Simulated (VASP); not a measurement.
Here is the system:

```
Os
1.0
    1.37765    -2.38616     0.00000
    1.37765     2.38616     0.00000
    0.00000     0.00000     4.34153
Os
2
Direct
  0.33333   0.66667   0.25000
  0.66667   0.33333   0.75000
```

Computed with PBE GGA, VASP's PBE PAW potentials (set 64) (plane waves; VASP). Settings: 520 eV cut-off, 14×14×8 Γ-centred mesh, first-order Methfessel-Paxton smearing of 0.10 eV, potentials Os.

Unless said otherwise, spin-orbit coupling is left out, though it shifts the bands of the heavy elements here.

Problem. What does the run give for the energy per atom (σ→0), band gap (on the k-mesh) with the smallest direct gap where there is one?

Solution. 
```yaml
band gap (on the k-mesh): none (metal, semimetal or under 0.01 eV)
energy per atom (σ→0): -11.246 eV/atom
```

The absolute energy has meaning only against runs of the same code, potentials and settings.

The compound is Os in the hcp structure. It was relaxed first. The start is the result of an earlier pass.
